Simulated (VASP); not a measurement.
Au:

```
Au
1.0
     0.00000    2.03500    2.03500
     2.03500    0.00000    2.03500
     2.03500    2.03500    0.00000
Au
1
Direct
  0.00000 0.00000 0.00000
```

| Quantity | Value |
| --- | --- |
| Program | VASP 6.6.1 |
| Task | relaxation of cell and atoms |
| Functional | PBE |
| Potentials or basis | VASP PAW PBE potentials, release 64 (Au) |
| Cutoff | 600 eV |
| k mesh | 18 × 18 × 18 |
| Occupations | methfessel-paxton, width 0.1 eV |
| Spin | no spin polarisation |

At the start: pressure 10.7 GPa; volume 16.85 Å³/atom.

Task: Where does the relaxation end?

Result: Over 4 steps the energy falls by 34.0 meV/atom and the volume is 17.95 Å³/atom (+6.5 %); space group Fm-3m (No. 225, to 0.05 Å).

The path:
```
step  energy change (eV)  largest force (eV/Å)  pressure (GPa)  volume (Å³)
   1              0.0000                0.0000           10.71        16.85
   2              0.0306                0.0000          -10.13        19.76
   3             -0.0340                0.0000           -0.18        17.97
   4             -0.0340                0.0000           -0.02        17.95
```

Final structure:
```xyz
1
Lattice="0.0000 2.0781 2.0781 2.0781 0.0000 2.0781 2.0781 2.0781 0.0000" Properties=species:S:1:pos:R:3 pbc="T T T"
Au    0.0000    0.0000    0.0000
```
